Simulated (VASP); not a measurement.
In2Te2O:

```xyz
5
Lattice="4.3220 0.0000 0.0000 -2.1610 3.7430 0.0000 0.0000 0.0000 7.7518" Properties=species:S:1:pos:R:3 pbc="T T T"
In    0.0000    0.0000    0.0000
In    2.1610    1.2477    0.0000
Te    0.0000    2.4953    1.9665
Te    0.0000    2.4953    5.7853
O     0.0000    0.0000    3.8759
```

The cell was built by a generator and needn't be a form met in nature.

- Program: VASP 6.6.1
- Task: relaxation of cell and atoms
- Functional: PBE
- Potentials or basis: VASP PAW PBE potentials, release 64 (In_d, Te, O)
- Cutoff: 520 eV
- k mesh: 4 × 4 × 2
- Occupations: gaussian, width 0.15 eV
- Spin: no spin polarisation

At the start: pressure 10.1 GPa; volume 25.08 Å³/atom.

Task: How do energy, volume and symmetry change on relaxing?

Result: Over 20 steps the energy falls by 491.7 meV/atom and the volume is 26.72 Å³/atom (+6.5 %); space group P-6m2 (No. 187, to 0.05 Å).

The path:
```csv
step,energy change (eV),largest force (eV/Å),pressure (GPa),volume (Å³)
1,0.0000,1.5649,10.15,125.40
2,-1.3242,0.6476,-3.64,155.51
3,-1.3268,0.6996,-3.07,152.33
4,-1.8280,0.9965,-2.55,144.53
5,-2.0035,1.5466,6.56,122.50
6,-2.2587,1.0583,-0.74,136.59
7,-2.4082,0.4812,1.62,129.65
8,-2.4116,0.5872,1.03,130.59
9,-2.4110,0.5390,1.30,130.14
10,-2.4326,0.1704,0.39,133.34
11,-2.4373,0.0824,0.78,132.35
12,-2.4516,0.1582,-0.35,135.54
13,-2.4520,0.1364,-0.61,135.34
14,-2.4515,0.1471,-0.05,134.90
15,-2.4517,0.1436,-0.27,135.12
16,-2.4518,0.1391,-0.15,135.20
17,-2.4517,0.1502,-0.30,135.27
18,-2.4566,0.0776,-0.31,134.61
19,-2.4534,0.1172,0.40,132.59
20,-2.4584,0.0153,0.25,133.58
```

Final structure:
```
CELL_PARAMETERS angstrom
4.92355 0.00000 0.00000
-2.46177 4.26392 0.00000
0.00000 0.00000 6.36283
ATOMIC_POSITIONS crystal
In 0.00000 0.00000 0.00000
In 0.66667 0.33333 0.00000
Te 0.33333 0.66667 0.28725
Te 0.33333 0.66667 0.71275
O 0.00000 0.00000 0.50000
```

Caveat: the k mesh is coarse (spacing up to 0.42 Å⁻¹), so the values aren't converged; the relaxation stopped at a loose force limit of 0.08 eV/Å, so its end isn't a converged minimum.
